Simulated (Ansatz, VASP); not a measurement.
**Cross-check of V2NO2 (V2NO2 MXene bilayer, AA) between VASP and Ansatz**

One calculation is typed for both programs; each brings its own data sets. How far apart do they land? The structure shown is the start of the Ansatz relaxation below; VASP solves that cell, so the two are compared at the walk's first step.

Method: plane waves, with VASP 6.6.1 beside it; single point at LDA, in Ansatz 0.2.0.

## (1) The starting structure

The cell holds 10 atoms: 4 O, 4 V and 2 N. Its edges and angles: a = 2.941 Å, b = 2.941 Å, c = 55.043 Å, α = 90.0°, β = 90.0°, γ = 120.0°. Vacuum lies along c.

## (2) Ansatz: relaxation, LDA

Ansatz runs on its default PAW (the set named soft_2) files.

The two programs are compared at the cell with which this relaxation starts, whose forces are those of its first step.

input.yaml reads:

```yaml
crystal:
  lattice:
    - [2.940652, 0.0, 0.0]
    - [-1.470326, 2.5466793357, 0.0]
    - [0.0, 0.0, 55.0434617317]
  atoms:
    - { symbol: O, position: [0.3333333333, 0.6666666667, 0.3906004333] }
    - { symbol: V, position: [0.6666666667, 0.3333333333, 0.4110490472], spin: 2.0 }
    - { symbol: "N", position: [0.0, 0.0, 0.4321288067] }
    - { symbol: V, position: [0.3333333333, 0.6666666667, 0.4532085662], spin: 2.0 }
    - { symbol: O, position: [0.6666666667, 0.3333333333, 0.4736571801] }
    - { symbol: O, position: [0.3333333333, 0.6666666667, 0.5263428199] }
    - { symbol: V, position: [0.6666666667, 0.3333333333, 0.5467914338], spin: -2.0 }
    - { symbol: "N", position: [0.0, 0.0, 0.5678711933] }
    - { symbol: V, position: [0.3333333333, 0.6666666667, 0.5889509528], spin: -2.0 }
    - { symbol: O, position: [0.6666666667, 0.3333333333, 0.6093995667] }
  periodic: [true, true, false]
magnetization:
  spin_polarized: true
kpoints:
  mp_grid: { grid: [12, 12, 1] }
hamiltonian:
  xc: lda
scf:
  occupations: { method: fermi_dirac, width: 0.05 }
  convergence: { dr2_threshold: 1.0e-09 }
relax:
  f_tol: 0.004
  max_steps: 90
  cell: {}
output:
  write_potential: true
  write_density: true
  volumetric_format: npy
```

Run with:

```console
> ansatz run input.yaml --threads 4 --pin off --max-ram 6144MiB --backend cpu --events-out ev --progress --plain --runs-dir out
```

Numbers of over 12 decimals in the logs are rounded to 6 here.

What it wrote:

```text
Warning: relax.cell: scf.convergence.dr2_threshold = 1e-9 eV is looser than the 2.05797646985e-10 eV advised for a relaxation that steers and ends on the stress (1e-10 eV for each atom of the cell: 10, times the square of relax.cell.stress_2d_tol = 0.05 N/m over 22.0 Å (the atoms' height at the walk's start and 5 Å past either face), 2.268e-2 GPa, over a crystal's default 0.05). What an SCF threshold leaves in a stress goes as its square root, and in the free energy as the threshold itself, and one threshold admits the most on a small cell: [figures from the program's tests cut] Set scf.convergence.dr2_threshold to 2.05797646985e-10 eV or tighter. [rest of the remark cut]
Engine: ansatz 0.2.0, x86_64-unknown-linux-gnu
Pseudopotentials: kind: paw
Pseudopotential: O, paw, valence charge 6, recommended cutoff 420 eV (normal), O.paw.azcp
Pseudopotential: V, paw, valence charge 13, recommended cutoff 420 eV (normal), V.paw.azcp
Pseudopotential: N, paw, valence charge 5, recommended cutoff 420 eV (normal), N.paw.azcp
Functional definition: SPW92
  exchange = slater_x
  correlation = pw_c
Crystal: 10 atoms, lattice volume = 412.215 Å³
Basis set: ecut = 420 eV, 7959 PW (Γ)
Bands: 57, of which v1, the nominal top of the filled ones, is band 43 counted from 1 (42 counted from 0)
Symmetry: 6 space group operations
Space group: P3m1 (ITA 156), of the structure as read, at distance tolerance 7.4e-5 Å
Magnetic group: BNS 164.87 (UNI 1317), of the structure as read, at distance tolerance 7.4e-5 Å
k-points: 19 of 144 (time reversal used)
Non-local potential: O, projectors of the file, l = 0: 2, l = 1: 2, l = 2: 1
Non-local potential: V, projectors of the file, l = 0: 3, l = 1: 2, l = 2: 3, l = 3: 1
Non-local potential: N, projectors of the file, l = 0: 2, l = 1: 2, l = 2: 1
PAW form: soft (Blöchl's): semilocal exchange-correlation on the pseudo side does not see the compensation charge
PAW frozen core: O, regenerated for the run's functional, and the local potential with it (the file was generated under x = pbe(κ = 0.804, μ = 0.219515), c = pbe(β = 0.066725))
PAW frozen core: V, regenerated for the run's functional, and the local potential with it (the file was generated under x = pbe(κ = 0.804, μ = 0.219515), c = pbe(β = 0.066725))
PAW frozen core: N, regenerated for the run's functional, and the local potential with it (the file was generated under x = pbe(κ = 0.804, μ = 0.219515), c = pbe(β = 0.066725))
PAW one-centre angular grid: O, 110 points (default); XC on 64 Gauss nodes
PAW one-centre angular grid: V, 590 points (default); XC on 64 Gauss nodes
PAW one-centre angular grid: N, 110 points (default); XC on 64 Gauss nodes
Initial density: superposition of atomic densities (neutral atoms: chi_scale 0, normalization atom)
Starting moments: Σ|m| = 8 μB on 4 of 10 sites
Starting magnetic order: antiferromagnet; an inversion exchanges its spin sublattices: spin-degenerate at every k-point
Initial wavefunctions: pseudopotential atomic-orbital guess
Functional: x = slater, c = lda
SCF iter   1: F=—  HF=-14427.710630 eV  |F-HF|=—  |Δ(HF+E_count)|=         —  Δρ=5.50e-2 (↑5.50e-2 ↓5.50e-2)  dr2=4.50e1  dr2_m=2.39e0  M=0.000 μB ∫|m|=4.699 μB  β_m=0.30  ethr=3.10e-3  ⟨swp⟩=12.5  Hψ=13836  notcnv=0  defer=5
Mixer restart at iter 1: flushing history
preconditioner: auto → LDOS  [metal: Δε(μ)=0.021 eV  Ē_g=10.517 eV  σ=0.050 eV  W_gap=0.11  n_scr=36 (ndim 8)  ℏωp=13.4 eV  f_vac=0.726  D(μ)=7.86/eV (n_scr^D=32)]
spin=Collinear: LDOS preconditioning applied to the charge; magnetization (m = ρ↑ − ρ↓) channel mixes plain (no charge-response kernel on spin).
SCF iter   2: F=—  HF=-14420.714628 eV  |F-HF|=—  |Δ(HF+E_count)|=    7.00e0  Δρ=3.47e-2 (↑3.47e-2 ↓3.47e-2)  dr2=1.79e1  dr2_m=1.13e0  M=0.001 μB ∫|m|=4.605 μB  β_m=0.54  ethr=3.10e-3  ⟨swp⟩=3.5  Hψ=4738  notcnv=0  defer=76
SCF iter   3: F=—  HF=-14416.698146 eV  |F-HF|=—  |Δ(HF+E_count)|=    4.02e0  Δρ=8.13e-3 (↑8.13e-3 ↓8.10e-3)  dr2=1.31e-1  dr2_m=1.69e-1  M=0.000 μB ∫|m|=3.827 μB  β_m=0.61  ethr=3.10e-3  ⟨swp⟩=4.6  Hψ=5821  notcnv=0  defer=94
SCF iter   4: F=—  HF=-14417.678911 eV  |F-HF|=—  |Δ(HF+E_count)|=         —  Δρ=2.14e-2 (↑2.14e-2 ↓2.13e-2)  dr2=1.28e-1  dr2_m=1.69e0  M=-0.000 μB ∫|m|=1.151 μB  β_m=0.61  ethr=1.52e-4  ⟨swp⟩=4.2  Hψ=6333  notcnv=0  defer=94
[...]
basis re-selected at this cell: Δ(F+E_penalty+E_count) = +1.270e-3 eV, ΔP = -0.019 N/m vs the last step (what re-selecting the basis moved, of the pressure what is left beyond the Pulay correction that the steps carried, after the strain that the cell walked since its last selection, with what the two solves' SCF thresholds leave and, on support functions, any second-order correction that the steps lacked; it is no m [...]
WARN: The output density's exchange-correlation potential varies sharply where the density is thin. Do not read a vacuum level from v_tot or v_xc, or from such a field of the output density. On a cell that repeats whose density bears no net charge and no dipole along the vacuum's axis use v_es (v_loc + v_h of the components); under efield.dipole_correction with no amplitude use v_es + v_field, which holds any externa [...]
SCF converged after 4 iterations
Magnetization: 0.0000 μB (43.0000 up, 43.0000 down)
Absolute magnetization: 0.0000 μB (∫|ρ↑−ρ↓|, with the PAW one-centre terms)
Spin contamination: 0.0000 ħ² per cell (⟨S²⟩ above its minimum at these occupations)
Per-site moments (μB) at R_I (Å): [(-9.532997272710886e-9, 0.789962), (2.4027991816077444e-6, 0.789962), (9.317218490712863e-8, 0.825672), (2.9491026294520953e-6, 0.789858), (9.647093461306202e-9, 0.789858), (-6.629911425141092e-9, 0.789858), (-2.725840975905353e-6, 0.789858), (-8.289606549841731e-8, 0.825672), (-2.1239127164105404e-6, 0.789962), (9.815665774967087e-9, 0.789962)]
Free energy (F): -14418.940874 eV
Harris-Foulkes:  -14418.940874 eV  (|F-HF|=2.31e-10)
Internal energy: -14418.870700 eV  (E = F + TS)
E sigma→0 (E₀):  -14418.905787 eV
Entropy (-TS):   -0.070175 eV (-7.017 meV/atom)
Fermi energy:    -6.508218 eV
--- Per-component energies (eV) ---
  E_band       = -2438.984668
  E_kinetic    = 2315.951727
  E_local      = -913811.448230  (includes V_loc(G=0)·N_el)
  E_nonlocal   = 118.381761
  E_hartree    = 455549.855963
  E_xc         = -931.502742
  E_vxc        = -1191.338062  (∫ρ·V_xc dr)
  E_paw        = -5064.172339  (= ΣΔE_a)
  E_vpaw       = -970.255941  (= ΣTr[D̂ρ^β])
  E_aug_tail   = 0.011120  (compensation charges beyond the density's cutoff)
  E_ewald      = 447402.119667
  E_core_change = 1.932373  (= ΣΔE_core)
  E_smearing   = -0.070175  (= −TS)
  E_closure    = -0.000000  (closes the sum)
  Σ components = -14418.940874   (vs F -14418.940874, Δ=0.00e0)
--- Forces (eV/Å), atoms counted from 1 ---
  atom   1  O      0.00000000     0.00000000     0.00052915
  atom   2  V      0.00000000     0.00000000     0.00034539
  atom   3  N     -0.00000000     0.00000000    -0.00022328
  atom   4  V      0.00000000    -0.00000000    -0.00029644
  atom   5  O      0.00000000    -0.00000000    -0.00004619
  atom   6  O      0.00000000     0.00000000     0.00004665
  atom   7  V      0.00000000     0.00000000     0.00029730
  atom   8  N      0.00000000     0.00000000     0.00022315
  atom   9  V      0.00000000    -0.00000000    -0.00034730
  atom  10  O      0.00000000    -0.00000000    -0.00052832
  max |Σ_I F_I| component: 1.10e-7 eV/Å
--- 2D stress c σ (N/m, compression-positive) ---
       -0.025795       0.000000       0.000000
        0.000000      -0.025795      -0.000000
        0.000000      -0.000000      -0.000000
  P = ½ c Tr σ = -0.0258 N/m
--- Band table (eV; the first three rows and the last of 38) ---
  k-point 0 ↑: bands = [... 39 lower, -9.0258, -7.6866, -7.6866, -7.6813, -7.6813, -6.6173, -6.4882, -6.4256, ... 10 higher]
  k-point 1 ↑: bands = [... 39 lower, -8.9719, -7.4844, -7.4485, -7.2996, -7.2851, -6.7430, -6.6974, -6.3925, ... 10 higher]
  k-point 2 ↑: bands = [... 39 lower, -9.0607, -7.5684, -7.4671, -6.8571, -6.8383, -6.4366, -6.4113, -6.1179, ... 10 higher]
  k-point 18 ↓: bands = [... 39 lower, -10.5002, -6.6810, -6.6678, -6.5481, -6.5481, -6.4963, -6.4963, -5.3598, ... 10 higher]
  the weakly bound empty levels are not read free of the cell's end (no_gap_told)
--- Relaxed structure (10 steps of the walk, 9 accepted, 2 SCFs on fresh bases) ---
  F+E_penalty+E_count = -14418.94087406 eV   max|allowed force component| = 5.291e-4 eV/Å   (the final SCF, on the basis selected at the relaxed cell)
  cell:  # Å, volume = 387.2685 Å³
    - [2.850282, -3.3443453634760464e-18, 0]
    - [-1.425141, 2.468417, 0]
    - [0, 0, 55.0434617317]
  atoms:
    - { symbol: O, position: [0.333333, 0.666667, 0.400658] }
    - { symbol: V, position: [0.666667, 0.333333, 0.418453] }
    - { symbol: N, position: [1.4600495756565722e-17, 0, 0.439155] }
    - { symbol: V, position: [0.333333, 0.666667, 0.459862] }
    - { symbol: O, position: [0.666667, 0.333333, 0.477648] }
    - { symbol: O, position: [0.333333, 0.666667, 0.522352] }
    - { symbol: V, position: [0.666667, 0.333333, 0.540138] }
    - { symbol: N, position: [-1.4600495175361483e-17, 0, 0.560845] }
    - { symbol: V, position: [0.333333, 0.666667, 0.581547] }
    - { symbol: O, position: [0.666667, 0.333333, 0.599342] }
```

The column dr2 measures how far the density is from self-consistency, as an energy; F and HF (Harris–Foulkes) agree once it is small.

(Continued in part 2 of 2.)

[Lines on the potential files, build, host, timing and source positions are cut from VASP's logs without a mark.]

[Logs are printed without paths, hosts, clocks, repeated set-up lines and the standing remarks that a program may print on its own settings, such as how far it seeks lower states.]

[Hosts, paths, dates, database ids (printed as entryN), source tags and the programs' standing remarks are cut or masked in the printed files.]
